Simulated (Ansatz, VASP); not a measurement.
## MgCdSn2O6: VASP beside Ansatz

Contents of INCAR:

```
SYSTEM = MgCdSn2O6
PREC     = Accurate       ! precision mode
ENCUT    = 520            ! plane-wave cutoff, eV
EDIFF    = 1E-6           ! SCF threshold, eV
ISMEAR   = 0              ! smearing method
SIGMA    = 0.1            ! smearing width, eV
LREAL    = .FALSE.        ! projectors in reciprocal space
LASPH    = .TRUE.         ! aspherical terms in the spheres
NELM     = 80             ! most SCF steps
ALGO     = Normal         ! electronic algorithm
ISIF     = 2              ! what is computed and relaxed
LWAVE    = .FALSE.        ! write WAVECAR
LCHARG   = .TRUE.         ! write CHGCAR
GGA      = PE             ! functional
LELF     = .TRUE.         ! ELF
LVHAR    = .TRUE.       
NBANDS   = 50             ! bands
```

Contents of KPOINTS:

```
regular mesh
0
G
  4 4 4
  0 0 0
```

POSCAR

```
MgCdSn2O6
1.0
    0.0000000000      3.9608324500      3.9608324500
    3.9608324500      0.0000000000      3.9608324500
    3.9608324500      3.9608324500      0.0000000000
Mg Cd Sn O
1 1 2 6
Direct
    0.5000000000      0.5000000000      0.5000000000
    0.0000000000      0.0000000000      0.0000000000
    0.7500000000      0.7500000000      0.7500000000
    0.2500000000      0.2500000000      0.2500000000
    0.5000000000      0.0000000000      0.0000000000
    0.0000000000      0.5000000000      0.0000000000
    0.0000000000      0.0000000000      0.5000000000
    0.0000000000      0.5000000000      0.5000000000
    0.5000000000      0.0000000000      0.5000000000
    0.5000000000      0.5000000000      0.0000000000
```

Input for Ansatz:

```yaml
crystal:
  lattice:
    - [0.0, 3.96083245, 3.96083245]
    - [3.96083245, 0.0, 3.96083245]
    - [3.96083245, 3.96083245, 0.0]
  atoms:
    - { symbol: Mg, position: [0.5, 0.5, 0.5] }
    - { symbol: Cd, position: [0.0, 0.0, 0.0] }
    - { symbol: Sn, position: [0.75, 0.75, 0.75] }
    - { symbol: Sn, position: [0.25, 0.25, 0.25] }
    - { symbol: O, position: [0.5, 0.0, 0.0] }
    - { symbol: O, position: [0.0, 0.5, 0.0] }
    - { symbol: O, position: [0.0, 0.0, 0.5] }
    - { symbol: O, position: [0.0, 0.5, 0.5] }
    - { symbol: O, position: [0.5, 0.0, 0.5] }
    - { symbol: O, position: [0.5, 0.5, 0.0] }
basis:
  ecutwfc: 420
kpoints:
  mp_grid: { grid: [4, 4, 4] }
hamiltonian:
  xc: pbe
scf:
  occupations: { method: gaussian, width: 0.1 }
  lower_state_search: "off"
output:
  forces: true
  stress: true
  eigenvalues: true
```

Alike in both runs: task single point; functional PBE; k mesh 4 × 4 × 4; occupations gaussian, width 0.1 eV; no spin polarisation.

|  | VASP | Ansatz |
| --- | --- | --- |
| version | VASP 6.6.1 | Ansatz 0.2.0 |
| potentials or method | VASP PAW PBE potentials, release 64 (Mg, Cd, Sn_d, O) | scalar-relativistic, plane waves, PAW |
| plane-wave cutoff (eV) | 520 | 420 |
| valence electrons in the cell | 78 | 94 |

Ansatz gave:

* pressure (GPa): 10.4

Q: What did VASP give for the same quantities?

A: Pressure (GPa): 10.9.

With one functional, cell and mesh, what is left measures potentials, basis and numerics. The two sets of potentials don't hold the same shells in valence.

Caveats: spin-orbit coupling is left out, which moves the levels of the heavy elements.
